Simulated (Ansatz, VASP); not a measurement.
# Ta (Ta(100) monolayer): VASP beside Ansatz, part 2 of 2

Wanted: the spread between two codes on one cell, functional and k mesh. The cell is taken from a series of runs on this material, whose earlier steps may have relaxed, scaled, displaced or heated it; both programs get it as it stands.

VASP 6.6.1 and Ansatz 0.2.0.

So far: Ansatz: single point, PBE, pair 1; VASP: single point, PBE, pair 1; Differences; VASP: single point, PBE, pair 2; Ansatz: single point, PBE, pair 2; Comparison.

### Step 8. VASP: single point, PBE, pair 3

Level of this step: PBE; plane waves and PAW (Ta_pv) (VASP).

A single point gives forces, pressure and levels at one fixed geometry, so differences don't come from the geometry; what else differs is listed under the comparison. This pair takes another cell of the material, with 3 atoms against 2 for the pair before.

Contents of INCAR:

```
SYSTEM = Ta
PREC = Accurate
ENCUT = 400
EDIFF = 1E-06
NELM = 120
ISMEAR = -1
SIGMA = 0.1
LREAL = .FALSE.
ALGO = Normal
GGA = PE
NBANDS = 22
LASPH = .TRUE.
LORBIT = 11
LWAVE = .FALSE.
LCHARG = .FALSE.
ISIF = 2
LDIPOL = .TRUE.
IDIPOL = 3
DIPOL = 0.5 0.5 0.5
LVHAR = .TRUE.
GGA_COMPAT = .FALSE.
NELMDL = -8
KPAR = 2
```

Contents of POSCAR:

```
Ta
1.0
    3.3100000000      0.0000000000      0.0000000000
    0.0000000000      3.3100000000      0.0000000000
    0.0000000000      0.0000000000     21.3100000000
Ta
3
Direct
    0.0000000000      0.0000000000      0.4223369310
    0.5000000000      0.5000000000      0.5000000000
    0.0000000000      0.0000000000      0.5776630690
```

Contents of KPOINTS:

```
Automatic mesh
0
Gamma
12 12 1
0 0 0
```

Potentials, in the order of the species: Ta_pv (PBE family, release 64).

Launch:

```bash
> mpirun -np 2 vasp_std
```

Numbers of over 12 decimals in the logs are rounded to 6 here.

Output:

```text
[banner, memory and clock lines left out]
running    2 mpi-ranks, on    1 nodes
[...]
LDA part: xc-table for (Slater+PW92), standard interpolation
 POSCAR, INCAR and KPOINTS ok, starting setup
[...]
entering main loop
       N       E                     dE             d eps       ncg     rms          rms(c)
DAV:   1     0.158047661842E+03    0.15805E+03   -0.16408E+04  1784   0.974E+02
DAV:   2    -0.254566168694E+02   -0.18350E+03   -0.17580E+03  1466   0.261E+02
DAV:   3    -0.352704235669E+02   -0.98138E+01   -0.90290E+01  1572   0.502E+01
DAV:   4    -0.357373674619E+02   -0.46694E+00   -0.45603E+00  1674   0.937E+00
[...]
DAV:  21    -0.316338435610E+02   -0.20656E-04   -0.36685E-06  1108   0.609E-03    0.162E-03
DAV:  22    -0.316338463275E+02   -0.27665E-05   -0.53921E-07   932   0.423E-03    0.463E-04
DAV:  23    -0.316338468619E+02   -0.53436E-06   -0.24760E-07   898   0.230E-03
   1 F= -.31633847E+02 E0= -.31559834E+02  d E =-.148026E+00
```

From OUTCAR (step 8):

```text
  Total       -6.5429014     -6.5429014     -5.5838761      0.0000000      0.0000000      0.0000000
  in kB      -44.8995019    -44.8995019    -38.3183605      0.0000000      0.0000000      0.0000000
  external PRESSURE =     -42.7057881 kB  Pullay stress =       0.0000000 kB

 POSITION                                       TOTAL-FORCE (eV/Angst)
 -----------------------------------------------------------------------------------
      0.00000      0.00000      9.00000         0.000000      0.000000      1.677237
      1.65500      1.65500     10.65500        -0.000000      0.000000      0.000000
      0.00000      0.00000     12.31000        -0.000000      0.000000     -1.677237
 -----------------------------------------------------------------------------------
    total drift:                                0.000000      0.000000     -0.000000

  FREE ENERGIE OF THE ION-ELECTRON SYSTEM (eV)
  ---------------------------------------------------
  free  energy   TOTEN  =       -31.6338468619 eV

  energy  without entropy=      -31.4858205173  energy(sigma->0) =      -31.55983369

[... 3 further parts left out ...]
[key lines of the parts left out:]
E-fermi :  -1.3684
```

### Step 9. Ansatz: single point, PBE, pair 3

The same cell, functional, mesh and smearing now go to Ansatz, which takes its cutoff from its data sets.

The cell is taken from a series of runs on this material, whose earlier steps may have relaxed, scaled, displaced or heated it; both programs get it as it stands.

Contents of input.yaml:

```yaml
crystal:
  lattice:
    - [3.31, 0.0, 0.0]
    - [0.0, 3.31, 0.0]
    - [0.0, 0.0, 21.31]
  atoms:
    - { symbol: Ta, position: [0.0, 0.0, 0.422336931] }
    - { symbol: Ta, position: [0.5, 0.5, 0.5] }
    - { symbol: Ta, position: [0.0, 0.0, 0.577663069] }
kpoints:
  mp_grid: { grid: [12, 12, 1] }
hamiltonian:
  xc: pbe
scf:
  occupations: { method: fermi_dirac, width: 0.1 }
  convergence: { dr2_threshold: 1.0e-09 }
efield:
  axis: 3
  dipole_correction: true
  ramp_position: 0.97
  ramp_width: 0.06
output:
  write_potential: true
  write_density: true
  volumetric_format: npy
```

Launch:

```bash
> ansatz run input.yaml --threads 2 --pin off --max-ram 3072MiB --backend cpu --events-out ev --progress --plain --runs-dir out
```

Output:

```text
[...]
Crystal: 3 atoms, lattice volume = 233.474 Å³
Basis set: ecut = 420 eV, 4615 PW (Γ)
Bands: 24, of which v1, the nominal top of the filled ones, is band 20 counted from 1 (19 counted from 0)
Symmetry: 8 space group operations
k-points: 28 of 144
[...]
--- Band table (eV; the first three rows and the last of 28) ---
  k-point 0: bands = [... 16 lower, 0.2381, 1.3518, 1.6535, 1.9534, 1.9534, 2.5754, 2.7297, 2.7297]
  k-point 1: bands = [... 16 lower, 0.2399, 1.2342, 1.6884, 1.8924, 2.0440, 2.1126, 2.6565, 3.0958]
  k-point 2: bands = [... 16 lower, 0.3187, 0.9714, 1.5879, 1.6903, 1.7672, 2.2759, 2.7677, 3.2903]
  k-point 27: bands = [... 16 lower, -0.0718, 0.4180, 0.4180, 3.1040, 3.1040, 3.7203, 4.1868, 4.1868]
[key lines of the parts left out:]
SCF converged after 9 iterations
Free energy (F): -29792.928332 eV
Fermi energy:    1.681088 eV
Dipole field:    D = 0.000000 V/Å  (p = 0.000000 e·Å, saw-weighted, corrected)
Work function:   Φ+ = 3.8412 eV   Φ− = 3.8412 eV
```

### Step 10. Comparison

What differs besides the data sets and the points named for the pairs above, as far as they apply: the data sets hold 39 valence electrons in Ansatz (on its default PAW (the set named soft_2) files) and 33 in VASP. Total energies have different zeros and are not compared.

Both answers:

| quantity | Ansatz | VASP | difference |
| --- | --- | --- | --- |
| work function, lower of the two faces (eV) | 3.84 | 3.84 | 0.00 |
| work function, higher of the two faces (eV) | 3.84 | 3.84 | 0.00 |

With vacuum in the cell, a pressure given here is an average over mostly empty space and none of the material.

### Step 11. Outcome

```
difference in work function, lower of the two faces (single point, PBE, pair 1)  : -0.0078 eV
difference in work function, higher of the two faces (single point, PBE, pair 2) : 8.5e-4 eV
difference in work function, lower of the two faces (single point, PBE, pair 3)  : -1.9e-4 eV
```

**Reading.** The difference in work function, lower of the two faces is -0.0078 eV (single point, PBE, pair 1). The data sets hold unlike numbers of valence electrons (13 in Ansatz and 11 in VASP, 26 in Ansatz and 22 in VASP and 39 in Ansatz and 33 in VASP), so part of the differences comes from the potentials. 5 further runs of this series are not shown here. Such differences can come from data sets, numerical settings and the points named under the comparisons, not from the functional's error against experiment.

[Lines on the potential files, build, host, timing and source positions are cut from VASP's logs without a mark.]

[Logs are printed without paths, hosts, clocks, repeated set-up lines and the standing remarks that a program may print on its own settings, such as how far it seeks lower states.]

[Hosts, paths, dates, database ids (printed as entryN), source tags and the programs' standing remarks are cut or masked in the printed files.]
